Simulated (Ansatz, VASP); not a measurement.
# Cross-check of AlZn2PS2 between VASP and Ansatz, part 2 of 2

One calculation is typed for both programs; each brings its own data sets. How far apart do they land? The cell is generated by rule, not measured, and may not be a known phase. The cell is taken from a series of runs on this material, whose earlier steps may have relaxed, scaled, displaced or heated it; both programs get it as it stands.

VASP 6.6.1 and Ansatz 0.2.0.

So far: Starting point; Ansatz: relaxation of cell and atoms, LDA; VASP: relaxation of cell and atoms, LDA.

## 3. VASP: relaxation of cell and atoms, LDA (continued)

Level of this step: LDA; plane waves and PAW (Al, P, S, Zn); invented cell (VASP).

Numbers of over 12 decimals in the logs are rounded to 6 here.

Parts of OUTCAR (step 3):

```text
ion  position               nearest neighbor table
   1  0.996  0.004  0.008-   2 2.28   2 2.28   4 2.36   4 2.36
   2  0.416  0.084  0.168-   1 2.28   1 2.28   5 2.29   5 2.29
   3  0.748  0.752  0.503-   6 2.27   6 2.27   5 2.35   5 2.35
   4  0.084  0.416  0.832-   6 2.34   6 2.34   1 2.36   1 2.36
   5  0.336  0.664  0.329-   2 2.29   2 2.29   3 2.35   3 2.35
   6  0.670  0.330  0.660-   3 2.27   3 2.27   4 2.34   4 2.34

  LATTYP: Found a body centered orthorhombic cell.
 ALAT       =     3.7918219303
 B/A-ratio  =     1.0032444150
 C/A-ratio  =     4.1801667618

 Subroutine GETGRP returns: Found  4 space group operations
 (whereof  4 operations were pure point group operations)

The static configuration has the point symmetry C_2v.

 Found     46 irreducible k-points:

   k-points           NKPTS =     46   k-points in BZ     NKDIM =     46   number of bands    NBANDS=     28

   dimension x,y,z NGX =    28 NGY =   28 NGZ =   64
   dimension x,y,z NGXF=    56 NGYF=   56 NGZF=  128

   ENCUT  =  500.0 eV  36.75 Ry    6.06 a.u.   6.91  6.94 15.26*2*pi/ulx,y,z

   NELECT =      44.0000    total number of electrons

 k-points in reciprocal lattice and weights: Automatic mesh
   0.00000000  0.00000000  0.00000000       0.005
   0.16666667  0.00000000  0.00000000       0.019
   0.33333333  0.00000000  0.00000000       0.019
   0.50000000  0.00000000  0.00000000       0.009
   0.00000000  0.16666667 -0.00000000       0.019
   0.16666667  0.16666667  0.00000000       0.019
   0.33333333  0.16666667  0.00000000       0.037
   0.50000000  0.16666667  0.00000000       0.037
  -0.33333333  0.16666667 -0.00000000       0.037
[...]
0.00000000  0.33333333  0.33333333       0.009
   0.00000000  0.00000000  0.50000000       0.005

 average (electrostatic) potential at core
       1 -74.6636       2 -84.4622       3 -88.0639       4 -88.5999       5 -36.0732
       6 -36.6377

 E-fermi :   4.5764

 k-point     1 :       0.0000    0.0000    0.0000
  band No.  band energies     occupation
    ...
     18       1.5687      2.00000
     19       1.5886      2.00000
     20       3.2432      2.00000
     21       3.2644      2.00000
     22       3.7865      2.00000
     23       5.3120      0.00000
     24       6.0664      0.00000
     25       6.4068      0.00000
     26       7.0324      0.00000
     27       7.6128      0.00000
    ...

 k-point     2 :       0.1667    0.0000    0.0000
  band No.  band energies     occupation
    ...
     18       1.2587      2.00000
     19       1.7040      2.00000
     20       1.9411      2.00000
     21       2.9017      2.00000
     22       3.7746      2.00000
     23       5.8364      0.00000
     24       6.6414      0.00000
     25       7.3279      0.00000
     26       7.9204      0.00000
     27       8.4423      0.00000
    ...

 k-point     3 :       0.3333    0.0000    0.0000
  band No.  band energies     occupation
    ...
     18       0.4993      2.00000
     19       1.6080      2.00000
     20       1.9035      2.00000
     21       2.3649      2.00000
     22       3.7926      2.00000
     23       6.1093      0.00000
     24       6.8949      0.00000
     25       7.8808      0.00000
     26       8.8570      0.00000
     27       8.9967      0.00000
    ...

  Total       -0.0110408     -0.0110408     -0.0102618     -0.0005756     -0.0000000     -0.0000000
  in kB       -0.1544449     -0.1544449     -0.1435481     -0.0080515     -0.0000000     -0.0000000
  external PRESSURE =      -0.1508126 kB  Pullay stress =       0.0000000 kB

  energy-cutoff  :      500.00
  volume of cell :      114.53
      direct lattice vectors                 reciprocal lattice vectors
     2.683199647  2.683199647  0.000000000     0.186344688  0.186344688 -0.063058404
    -2.691703191  2.691703191 -0.000000000    -0.185755993  0.185755993  0.063058381
     2.687451920 -0.004251272  7.929160128    -0.000000000 -0.000000000  0.126116762

 POSITION                                       TOTAL-FORCE (eV/Angst)
 -----------------------------------------------------------------------------------
      2.68320      2.68320      0.05855        -0.000000     -0.000000     -0.001427
      1.34160      1.34160      1.33324         0.000000      0.000000      0.003815
      1.33735      4.02905      3.99355        -0.000000     -0.000000     -0.000000
      1.34160      1.34160      6.60414        -0.000000     -0.000000     -0.000822
     -0.00425      2.68745      2.60423        -0.000000     -0.000000     -0.004301
      2.68320      2.68320      5.22918         0.000000      0.000000      0.002734
 -----------------------------------------------------------------------------------
    total drift:                                0.000316      0.000032     -0.000810

  FREE ENERGIE OF THE ION-ELECTRON SYSTEM (eV)
  ---------------------------------------------------
  free  energy   TOTEN  =       -27.6372837971 eV

  energy  without entropy=      -27.6372837971  energy(sigma->0) =      -27.63728380

 reached required accuracy - stopping structural energy minimisation

 total charge
# of ion       s       p       d       tot
------------------------------------------
    1        0.406   0.382   0.000   0.789
    2        1.013   1.607   0.000   2.620
    3        1.314   2.430   0.000   3.744
    4        1.317   2.450   0.000   3.767
    5        0.580   0.559   9.778  10.917
    6        0.550   0.526   9.802  10.878
--------------------------------------------------
tot          5.181   7.955  19.580  32.715

[... 3 further parts left out ...]
```

The run keeps the 4 symmetry operations of its start, so it cannot find a distortion of lower symmetry.

## 4. Differences

Known differences besides the potentials themselves: the cutoff is 420 eV in Ansatz and 500 eV in VASP; VASP's log shows a relativistic correction to its local exchange, Ansatz's none; Ansatz adds a Pulay correction to the stress that steers its cell, VASP none. Total energies have different zeros and are not compared.

Both answers:

| quantity | Ansatz | VASP | difference |
| --- | --- | --- | --- |
| volume (Å³) | 114.37 | 114.53 | -0.15 % |
| edge a after relaxation, in the typed setting (Å) | 3.793 | 3.795 | -0.04 % |
| edge b after relaxation, in the typed setting (Å) | 3.805 | 3.807 | -0.04 % |
| edge c after relaxation, in the typed setting (Å) | 8.367 | 8.372 | -0.06 % |

## 5. Outcome

```yaml
difference_in_volume_relaxation_of_cell_and_atoms_lda: -0.15 %
```

The difference in volume is -0.15 % (relaxation of cell and atoms, LDA), within the 1.2 % picked in this series as the mark of a large difference, as far as the stopping tolerances let one tell. Such differences can come from data sets, numerical settings and the points named under the comparisons, not from the functional's error against experiment.

[Lines on the potential files, build, host, timing and source positions are cut from VASP's logs without a mark.]

[Logs are printed without paths, hosts, clocks, repeated set-up lines and the standing remarks that a program may print on its own settings, such as how far it seeks lower states.]

[Hosts, paths, dates, database ids (printed as entryN), source tags and the programs' standing remarks are cut or masked in the printed files.]
